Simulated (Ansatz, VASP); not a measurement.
# Cross-check of Ni (Ni(111)) between VASP and Ansatz, part 2 of 3

Wanted: the spread between two codes on one cell, functional and k mesh. The cell is taken from a series of runs on this material, whose earlier steps may have relaxed, scaled, displaced or heated it; both programs get it as it stands.

VASP 6.6.1 and Ansatz 0.2.0.

So far: Set-up; Ansatz: single point, PBE, pair 1.

## Step 3: VASP: single point, PBE, pair 1

Level of this step: PBE, spin-polarised from a ferromagnetic start; plane waves and PAW (Ni) (VASP).

The same cell, functional, mesh and smearing now go to VASP, with its own data sets.

Lines of VASP's logs that name or quote its potential files are left out, and so is its time.

File INCAR:

```
SYSTEM = Ni
PREC = Accurate
ENCUT = 520
EDIFF = 1E-06
NELM = 200
ISMEAR = -1
SIGMA = 0.1
LREAL = .FALSE.
ALGO = Normal
GGA = PE
NBANDS = 36
ISPIN = 2
MAGMOM = 0.71 0.71 0.68 0.71 0.71
LASPH = .TRUE.
LMAXMIX = 4
LORBIT = 11
LWAVE = .FALSE.
LCHARG = .FALSE.
ISIF = 2
LDIPOL = .TRUE.
IDIPOL = 3
DIPOL = 0.5 0.5 0.5
LVHAR = .TRUE.
GGA_COMPAT = .FALSE.
NELMDL = -8
KPAR = 2
```

File POSCAR:

```
Ni
1.0
    2.4890158698      0.0000000000      0.0000000000
    1.2445079349      2.1555509736      0.0000000000
    0.0000000000      0.0000000000     26.1290917902
Ni
5
Direct
    0.6666666666      0.6666666666      0.3444436597
    1.0000000000      1.0000000000      0.4222218298
    0.3333333333      0.3333333333      0.5000000000
    0.6666666666      0.6666666666      0.5777781702
    1.0000000000      1.0000000000      0.6555563403
```

File KPOINTS:

```
Automatic mesh
0
Gamma
19 19 1
0 0 0
```

PAW data sets: Ni (PBE family, release 64).

Started as:

```bash
$ mpirun -np 2 vasp_std
```

Numbers of over 12 decimals in the logs are rounded to 6 here.

Log:

```text
[banner, memory and clock lines left out]
running    2 mpi-ranks, on    1 nodes
 distrk:  each k-point on    1 cores,    2 groups
 distr:  one band on    1 cores,    1 groups

 POSCAR found type information on POSCAR Ni
 POSCAR found :  1 types and       5 ions
 LDA part: xc-table for (Slater+PW92), standard interpolation
 POSCAR, INCAR and KPOINTS ok, starting setup
 FFT: planning ... GRIDC
 FFT: planning ... GRID_SOFT
 FFT: planning ... GRID
 WAVECAR not read
 entering main loop
       N       E                     dE             d eps       ncg     rms          rms(c)
DAV:   1     0.353452345958E+03    0.35345E+03   -0.22260E+04  5760   0.153E+03
DAV:   2    -0.524723425389E+01   -0.35870E+03   -0.33997E+03  5776   0.325E+02
DAV:   3    -0.306441867754E+02   -0.25397E+02   -0.24087E+02  6244   0.121E+02
DAV:   4    -0.310455232011E+02   -0.40134E+00   -0.40074E+00  6324   0.169E+01
DAV:   5    -0.310557047595E+02   -0.10182E-01   -0.10181E-01  8444   0.167E+00
DAV:   6    -0.310558107235E+02   -0.10596E-03   -0.10596E-03  7024   0.184E-01
DAV:   7    -0.310558152799E+02   -0.45565E-05   -0.45563E-05  8204   0.316E-02
DAV:   8    -0.310558153848E+02   -0.10484E-06   -0.10471E-06  4520   0.454E-03    0.215E+01
DAV:   9    -0.328631547425E+02   -0.18073E+01   -0.59868E+01  6752   0.124E+02    0.301E+01
DAV:  10    -0.342996983995E+02   -0.14365E+01   -0.50189E+01  6936   0.135E+02    0.316E+01
DAV:  11    -0.295365252772E+02    0.47632E+01   -0.20788E+01  8472   0.722E+01    0.246E+01
DAV:  12    -0.264044181796E+02    0.31321E+01   -0.84986E+00  7428   0.525E+01    0.111E+01
DAV:  13    -0.271341169105E+02   -0.72970E+00   -0.11374E+01  7136   0.477E+01    0.173E+01
DAV:  14    -0.260300454777E+02    0.11041E+01   -0.28465E+00  6584   0.323E+01    0.298E+00
[...]
DAV:  31    -0.262094409654E+02   -0.21522E-03   -0.15040E-06  4364   0.124E-02    0.391E-03
DAV:  32    -0.262095715443E+02   -0.13058E-03   -0.91489E-07  4376   0.682E-03    0.298E-03
DAV:  33    -0.262096630213E+02   -0.91477E-04   -0.17907E-06  4416   0.135E-02    0.597E-03
DAV:  34    -0.262097422570E+02   -0.79236E-04   -0.15594E-06  4448   0.556E-03    0.656E-03
DAV:  35    -0.262097725915E+02   -0.30335E-04   -0.95762E-07  4348   0.890E-03    0.403E-03
DAV:  36    -0.262097819692E+02   -0.93777E-05   -0.92659E-07  4180   0.493E-03    0.142E-03
DAV:  37    -0.262097845528E+02   -0.25836E-05   -0.26103E-07  4076   0.241E-03    0.574E-04
DAV:  38    -0.262097848688E+02   -0.31600E-06   -0.19009E-08  3916   0.913E-04
   1 F= -.26209785E+02 E0= -.26064092E+02  d E =-.291386E+00  mag=     3.2423
```

OUTCAR, selected parts (step 3):

```text
ion  position               nearest neighbor table
   1  0.667  0.667  0.344-   2 2.49   2 2.49   2 2.49
   2  0.000  0.000  0.422-   1 2.49   1 2.49   1 2.49   3 2.49   3 2.49   3 2.49
   3  0.333  0.333  0.500-   2 2.49   4 2.49   4 2.49   2 2.49   4 2.49   2 2.49
   4  0.667  0.667  0.578-   5 2.49   5 2.49   5 2.49   3 2.49   3 2.49   3 2.49
   5  0.000  0.000  0.656-   4 2.49   4 2.49   4 2.49

  LATTYP: Found a hexagonal cell.
 ALAT       =     2.4890158697
 C/A-ratio  =    10.4977602224

 Subroutine GETGRP returns: Found 12 space group operations
 (whereof  6 operations were pure point group operations)

The static configuration has the point symmetry C_3v.
 The point group associated with its full space group is D_3d.

 Found     40 irreducible k-points:

   k-points           NKPTS =     40   k-points in BZ     NKDIM =     40   number of bands    NBANDS=     36

   dimension x,y,z NGX =    20 NGY =   20 NGZ =  196
   dimension x,y,z NGXF=    40 NGYF=   40 NGZF=  392

   ENCUT  =  520.0 eV  38.22 Ry    6.18 a.u.   4.63  4.63 48.58*2*pi/ulx,y,z

   NELECT =      50.0000    total number of electrons

 k-points in reciprocal lattice and weights: Automatic mesh
   0.00000000  0.00000000  0.00000000       0.003
   0.05263158 -0.00000000  0.00000000       0.017
   0.10526316 -0.00000000  0.00000000       0.017
   0.15789474  0.00000000  0.00000000       0.017
   0.21052632  0.00000000  0.00000000       0.017
   0.26315789  0.00000000  0.00000000       0.017
   0.31578947  0.00000000  0.00000000       0.017
   0.36842105  0.00000000  0.00000000       0.017
   0.42105263  0.00000000  0.00000000       0.017
[...]
-0.36842105  0.26315789  0.00000000       0.017
  -0.36842105  0.31578947  0.00000000       0.017

 dipolmoment           0.000000      0.000000      0.000005 electrons x Angstroem

 average (electrostatic) potential at core
       1 -90.5434       2 -90.7830       3 -90.7865       4 -90.7829       5 -90.5433

 E-fermi :   0.6010

 spin component 1
 k-point     1 :       0.0000    0.0000    0.0000
  band No.  band energies     occupation
    ...
     26      -0.1223      0.99928
     27      -0.1223      0.99928
     28      -0.0129      0.99785
     29      -0.0129      0.99785
     30       0.1592      0.98808
     31       0.8096      0.11040
     32       5.3104      0.00000
     33       5.5124      0.00000
     34       6.1837      0.00000
     35       7.2363      0.00000
    ...

 k-point     2 :       0.0526   -0.0000    0.0000
  band No.  band energies     occupation
    ...
     26      -0.3235      0.99990
     27      -0.2072      0.99969
     28      -0.1221      0.99928
     29      -0.0110      0.99781
     30       0.5284      0.67386
     31       1.1898      0.00276
     32       5.3928      0.00000
     33       5.6030      0.00000
     34       6.2653      0.00000
     35       7.3235      0.00000
    ...

 k-point     3 :       0.1053   -0.0000    0.0000
  band No.  band energies     occupation
    ...
     25      -0.4965      0.99998
     26      -0.3896      0.99995
     27      -0.1223      0.99928
     28      -0.0056      0.99769
     29       0.0241      0.99689
     30       1.0710      0.00901
     31       1.8992      0.00000
     32       5.6380      0.00000
     33       5.8746      0.00000
     34       6.5096      0.00000
    ...

 k-point     4 :       0.1579    0.0000    0.0000
  band No.  band energies     occupation
    ...
     25      -0.4005      0.99996
     26      -0.3853      0.99995
     27      -0.1236      0.99929
     28       0.0020      0.99750
     29       0.3655      0.91331
     30       1.6774      0.00002
     31       2.7353      0.00000
     32       6.0401      0.00000
     33       6.3271      0.00000
     34       6.9160      0.00000
    ...

 k-point     5 :       0.2105    0.0000    0.0000
  band No.  band energies     occupation
    ...
     24      -0.5761      0.99999
     25      -0.3767      0.99994
     26      -0.2490      0.99980
     27      -0.1265      0.99931
     28       0.0104      0.99728
     29       0.7604      0.16875
     30       2.3420      0.00000
     31       3.6658      0.00000
     32       6.5895      0.00000
     33       6.9593      0.00000
    ...

 k-point     6 :       0.2632    0.0000    0.0000
  band No.  band energies     occupation
    ...
     24      -0.4809      0.99998
     25      -0.3397      0.99992
     26      -0.1284      0.99932
     27      -0.0553      0.99859
     28       0.0182      0.99706
     29       1.2214      0.00202
     30       3.0685      0.00000
     31       4.6810      0.00000
     32       7.2710      0.00000
     33       7.7665      0.00000
    ...

  Total       -1.6170806     -1.6170806     -0.6387615      0.0000000      0.0000000      0.0000000
  in kB      -18.4812765    -18.4812765     -7.3002720      0.0000000      0.0000000      0.0000000
  external PRESSURE =     -14.7542750 kB  Pullay stress =       0.0000000 kB

  energy-cutoff  :      520.00
  volume of cell :      140.19
      direct lattice vectors                 reciprocal lattice vectors
     2.489015870  0.000000000  0.000000000     0.401765217 -0.231959256  0.000000000
     1.244507935  2.155550974  0.000000000     0.000000000  0.463918512  0.000000000
     0.000000000  0.000000000 26.129091790     0.000000000  0.000000000  0.038271518

 POSITION                                       TOTAL-FORCE (eV/Angst)
 -----------------------------------------------------------------------------------
      2.48902      1.43703      9.00000        -0.000000      0.000000      0.142804
      0.00000      0.00000     11.03227        -0.000000     -0.000000     -0.129745
      1.24451      0.71852     13.06455         0.000000     -0.000000     -0.000000
      2.48902      1.43703     15.09682         0.000000      0.000000      0.129745
      0.00000      0.00000     17.12909         0.000000      0.000000     -0.142804
 -----------------------------------------------------------------------------------
    total drift:                               -0.000001     -0.000001      0.000891

  FREE ENERGIE OF THE ION-ELECTRON SYSTEM (eV)
  ---------------------------------------------------
  free  energy   TOTEN  =       -26.2097848688 eV

  energy  without entropy=      -25.9183984817  energy(sigma->0) =      -26.06409168

 vacuum level on the upper side and lower side of the slab         5.650         5.650

 total charge
# of ion       s       p       d       tot
------------------------------------------
    1        0.488   0.379   8.303   9.170
    2        0.492   0.492   8.314   9.299
    3        0.498   0.495   8.314   9.306
    4        0.492   0.492   8.314   9.299
    5        0.488   0.379   8.303   9.170
--------------------------------------------------
tot          2.457   2.238  41.549  46.244

 magnetization (x)
# of ion       s       p       d       tot
------------------------------------------
    1       -0.004  -0.022   0.702   0.675
    2       -0.007  -0.025   0.697   0.665
    3       -0.006  -0.025   0.663   0.633
    4       -0.007  -0.025   0.697   0.665
    5       -0.004  -0.022   0.702   0.675
--------------------------------------------------
tot         -0.029  -0.120   3.461   3.312

[... 6 further parts left out ...]
```

The magnetic state follows from one typed start and may not be the lowest.

## Step 4: Comparison

Known differences besides the potentials themselves: VASP starts from the moments at which Ansatz ended; the data sets hold 90 valence electrons in Ansatz (on its default PAW (the set named soft_2) files) and 50 in VASP; the cutoff is 420 eV in Ansatz and 520 eV in VASP; site moments are counted in spheres of each program's own size. Total energies have different zeros and are not compared.

Both answers:

| quantity | Ansatz | VASP | difference |
| --- | --- | --- | --- |
| total moment (μB) | 3.32 | 3.24 | +0.08 |
| moment on Ni1 (μB) | 0.71 | 0.68 | +0.04 |
| moment on Ni5 (μB) | 0.71 | 0.68 | +0.04 |
| moment on Ni4 (μB) | 0.71 | 0.67 | +0.04 |
| moment on Ni2 (μB) | 0.71 | 0.67 | +0.04 |
| moment on Ni3 (μB) | 0.68 | 0.63 | +0.04 |
| work function, lower of the two faces (eV) | 5.07 | 5.05 | +0.02 |
| work function, higher of the two faces (eV) | 5.07 | 5.05 | +0.02 |

Where the cell holds vacuum, a pressure given here is an average over it and none of the material.

## Step 5: Ansatz: single point, PBE, pair 2

With cell and atoms fixed, the geometry can't cause a difference; cores, projectors, grids and the points listed under the comparison can. This pair takes another cell of the material, with 7 atoms against 5 for the pair before.

The cell is taken from a series of runs on this material, whose earlier steps may have relaxed, scaled, displaced or heated it; both programs get it as it stands.

File input.yaml:

```yaml
crystal:
  lattice:
    - [2.4890158698, 0.0, 0.0]
    - [1.2445079349, 2.1555509736, 0.0]
    - [0.0, 0.0, 22.1936376853]
  atoms:
    - { symbol: Ni, position: [0.0, 0.0, 0.2252897912], spin: 0.7 }
    - { symbol: Ni, position: [0.3333333333, 0.3333333333, 0.3168598608], spin: 0.7 }
    - { symbol: Ni, position: [0.6666666667, 0.6666666667, 0.4084299304], spin: 0.7 }
    - { symbol: Ni, position: [0.0, 0.0, 0.5], spin: 0.7 }
    - { symbol: Ni, position: [0.3333333333, 0.3333333333, 0.5915700696], spin: 0.7 }
    - { symbol: Ni, position: [0.6666666667, 0.6666666667, 0.6831401392], spin: 0.7 }
    - { symbol: Ni, position: [0.0, 0.0, 0.7747102088], spin: 0.7 }
magnetization:
  spin_polarized: true
kpoints:
  mp_grid: { grid: [19, 19, 1] }
hamiltonian:
  xc: pbe
scf:
  occupations: { method: fermi_dirac, width: 0.1 }
  convergence: { dr2_threshold: 1.0e-09 }
efield:
  axis: 3
  dipole_correction: true
  ramp_position: 0.97
  ramp_width: 0.06
output:
  write_potential: true
  write_density: true
  volumetric_format: npy
```

Started as:

```bash
$ ansatz run input.yaml --threads 4 --pin off --max-ram 6144MiB --backend cpu --events-out ev --progress --plain --runs-dir out
```

Log:

```text
[...]
Crystal: 7 atoms, lattice volume = 119.073 Å³
Basis set: ecut = 420 eV, 2241 PW (Γ)
Bands: 79, of which v1, the nominal top of the filled ones, is band 63 counted from 1 (62 counted from 0)
Symmetry: 6 space group operations
k-points: 40 of 361 (time reversal used)
[...]
k-point 1 ↑: bands = [... 59 lower, 8.6474, 8.6591, 8.8004, 8.8400, 8.8980, 8.9571, 9.0214, 9.1742, ... 12 higher]
  k-point 2 ↑: bands = [... 59 lower, 8.5459, 8.6095, 8.6728, 8.7702, 8.8132, 9.0246, 9.1299, 9.1772, ... 12 higher]
  k-point 39 ↓: bands = [... 59 lower, 9.9269, 9.9624, 9.9679, 10.0330, 13.9768, 14.2443, 14.6727, 15.1314, ... 12 higher]
[key lines of the parts left out:]
SCF converged after 19 iterations
Magnetization: 4.5525 μB (65.2762 up, 60.7238 down)
Free energy (F): -40876.940296 eV
Fermi energy:    9.864034 eV
Dipole field:    D = -0.000009 V/Å  (p = -0.000006 e·Å, saw-weighted, corrected)
Work function:   Φ+ = 5.0619 eV (in doubt: plateau slope 2.8e-2 eV/Å)   Φ− = 5.0633 eV (in doubt: plateau slope 1.9e-2 eV/Å)
```

## Step 6: VASP: single point, PBE, pair 2

The same cell, functional, mesh and smearing now go to VASP, with its own data sets.

INCAR, as its differences from that of step 3:

```diff
@@ -10,5 +10,5 @@
 GGA = PE
-NBANDS = 36
+NBANDS = 49
 ISPIN = 2
-MAGMOM = 0.71 0.71 0.68 0.71 0.71
+MAGMOM = 0.71 0.71 0.67 0.66 0.67 0.71 0.71
 LASPH = .TRUE.
```

File POSCAR:

```
Ni
1.0
    2.4890158698      0.0000000000      0.0000000000
    1.2445079349      2.1555509736      0.0000000000
    0.0000000000      0.0000000000     22.1936376853
Ni
7
Direct
    0.0000000000      0.0000000000      0.2252897912
    0.3333333333      0.3333333333      0.3168598608
    0.6666666667      0.6666666667      0.4084299304
    0.0000000000      0.0000000000      0.5000000000
    0.3333333333      0.3333333333      0.5915700696
    0.6666666667      0.6666666667      0.6831401392
    0.0000000000      0.0000000000      0.7747102088
```

KPOINTS is that of step 3.

Started as:

```bash
$ mpirun -np 2 vasp_std
```

Log:

```text
[banner, memory and clock lines left out]
running    2 mpi-ranks, on    1 nodes
[...]
LDA part: xc-table for (Slater+PW92), standard interpolation
 POSCAR, INCAR and KPOINTS ok, starting setup
[...]
entering main loop
       N       E                     dE             d eps       ncg     rms          rms(c)
DAV:   1     0.528324923525E+03    0.52832E+03   -0.31285E+04  7848   0.185E+03
DAV:   2     0.277161476030E+01   -0.52555E+03   -0.49965E+03  7840   0.369E+02
DAV:   3    -0.431952173780E+02   -0.45967E+02   -0.42251E+02  8270   0.144E+02
DAV:   4    -0.441092646898E+02   -0.91405E+00   -0.91123E+00  8611   0.224E+01
[...]
DAV:  35    -0.372053089227E+02   -0.27826E-05   -0.10049E-05  7620   0.374E-02    0.409E-02
DAV:  36    -0.372052957118E+02    0.13211E-04   -0.51188E-06  5796   0.204E-02    0.277E-02
DAV:  37    -0.372052956609E+02    0.50858E-07   -0.14177E-06  5805   0.116E-02
   1 F= -.37205296E+02 E0= -.37004508E+02  d E =-.401575E+00  mag=     4.4361
```

From OUTCAR (step 6):

```text
  Total       -1.6256535     -1.6256535     -0.6584594      0.0000000     -0.0000000     -0.0000000
  in kB      -21.8737942    -21.8737942     -8.8598241      0.0000000     -0.0000000     -0.0000000
  external PRESSURE =     -17.5358042 kB  Pullay stress =       0.0000000 kB

 POSITION                                       TOTAL-FORCE (eV/Angst)
 -----------------------------------------------------------------------------------
      0.00000      0.00000      5.00000        -0.000000     -0.000000      0.146268
      1.24451      0.71852      7.03227         0.000000     -0.000000     -0.127876
      2.48902      1.43703      9.06455         0.000000      0.000000     -0.021226
      0.00000      0.00000     11.09682        -0.000000     -0.000000      0.000000
      1.24451      0.71852     13.12909        -0.000000     -0.000000      0.021226
      2.48902      1.43703     15.16136        -0.000000     -0.000000      0.127876
      0.00000      0.00000     17.19364        -0.000000     -0.000000     -0.146268
 -----------------------------------------------------------------------------------
    total drift:                                0.000000     -0.000000      0.000000

  FREE ENERGIE OF THE ION-ELECTRON SYSTEM (eV)
  ---------------------------------------------------
  free  energy   TOTEN  =       -37.2052956609 eV

  energy  without entropy=      -36.8037210077  energy(sigma->0) =      -37.00450833

 magnetization (x)
# of ion       s       p       d       tot
------------------------------------------
    1       -0.005  -0.023   0.699   0.671
    2       -0.007  -0.025   0.697   0.665
    3       -0.006  -0.024   0.656   0.625
    4       -0.007  -0.025   0.645   0.613
    5       -0.006  -0.024   0.656   0.625
    6       -0.007  -0.025   0.697   0.665
    7       -0.005  -0.023   0.699   0.671
--------------------------------------------------
tot         -0.043  -0.171   4.749   4.535

[... 3 further parts left out ...]
[key lines of the parts left out:]
E-fermi :   4.2387
```

## Step 7: Differences

What differs besides the data sets and the points named for the pairs above, as far as they apply: the data sets hold 126 valence electrons in Ansatz (on its default PAW (the set named soft_2) files) and 70 in VASP. Total energies have different zeros and are not compared.

Both answers:

| quantity | Ansatz | VASP | difference |
| --- | --- | --- | --- |
| total moment (μB) | 4.55 | 4.44 | +0.12 |
| moment on Ni1 (μB) | 0.71 | 0.67 | +0.04 |
| moment on Ni7 (μB) | 0.71 | 0.67 | +0.04 |
| moment on Ni6 (μB) | 0.71 | 0.67 | +0.04 |
| moment on Ni2 (μB) | 0.71 | 0.67 | +0.04 |
| moment on Ni5 (μB) | 0.67 | 0.62 | +0.04 |
| moment on Ni3 (μB) | 0.67 | 0.62 | +0.04 |
| moment on Ni4 (μB) | 0.66 | 0.61 | +0.05 |
| work function, lower of the two faces (eV) | 5.06 | 5.04 | +0.02 |
| work function, higher of the two faces (eV) | 5.06 | 5.04 | +0.02 |

VASP's last cycles still show a density residual of 3e-03, so its state may not be settled. Where the cell holds vacuum, a pressure given here is an average over it and none of the material.

[end of part 2 of 3]

[Lines on the potential files, build, host, timing and source positions are cut from VASP's logs without a mark.]

[Logs are printed without paths, hosts, clocks, repeated set-up lines and the standing remarks that a program may print on its own settings, such as how far it seeks lower states.]

[Hosts, paths, dates, database ids (printed as entryN), source tags and the programs' standing remarks are cut or masked in the printed files.]
